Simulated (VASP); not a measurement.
A cell of TiCo (CsCl type) near equilibrium:

```yaml
crystal:
  lattice:
    - [2.94969, 0.00000, 0.00000]
    - [0.00000, 2.94969, 0.00000]
    - [0.00000, 0.00000, 2.94969]
  atoms:
    - { symbol: Ti, position: [0.00000, 0.00000, 0.00000] }
    - { symbol: Co, position: [0.50000, 0.50000, 0.50000] }
```

Calculation: r2SCAN meta-GGA, VASP's PBE PAW potentials (set 64) (plane waves; VASP).

```csv
run,ΔE (meV/atom),σxx,σyy,σzz,"largest shear component, with its sign (GPa)",largest force (eV/Å)
as it is,0.0,0.42,0.42,0.42,0.00,0.000
after one change,5.3,-4.99,-4.99,-4.99,0.00,0.000
```
Stress is in GPa, positive when the cell is compressed.

Which change was made?
A. isotropic strain of +1.0 %
B. isotropic strain of +2.0 %
C. biaxial strain of -3.0 % in the yz plane
D. uniaxial strain of +1.0 % along y

A, isotropic strain of +1.0 %

The compound is TiCo in the CsCl type structure. The run is not spin-polarised, so no magnetic state was tried. The electron count is odd and the run is not spin-polarised, which forces a metal.
